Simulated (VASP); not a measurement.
The system is OSnBrH, in a box.

```xyz
4
Lattice="13.0000 0.0000 0.0000 0.0000 11.0000 0.0000 0.0000 0.0000 11.0000" Properties=species:S:1:pos:R:3 pbc="T T T"
O     5.6513    6.0830    4.8306
Sn    5.7688    4.9771    6.4623
Br    8.2618    4.6642    6.3147
H     4.7642    6.3778    4.6056
```

Base run:

- Program: VASP 6.6.1
- Functional: revPBE
- Dispersion: D3(BJ)
- Potentials or basis: VASP PAW PBE potentials, release 64 (O, Sn_d, Br, H)
- Cutoff: 520 eV
- k mesh: 1 × 1 × 1
- Occupations: gaussian, width 0.01 eV
- Spin: no spin polarisation

Its results: gap between the frontier levels 3.16 eV; largest force 0.925 eV/Å.

Q: After a change of settings the same cell gave: gap between the frontier levels 5.13 eV; largest force 0.180 eV/Å. Which change was it?
A. functional from revPBE to PBE; dispersion from D3(BJ) to none
B. functional from revPBE to r2SCAN0; dispersion from D3(BJ) to D4
C. functional from revPBE to PBE; dispersion from D3(BJ) to TS
D. functional from revPBE to HSE06

A: B.

Caveats: the PAW data sets were made with another functional, which shifts forces and pressure a little; spin-orbit coupling is left out, which moves the levels of the heavy elements.
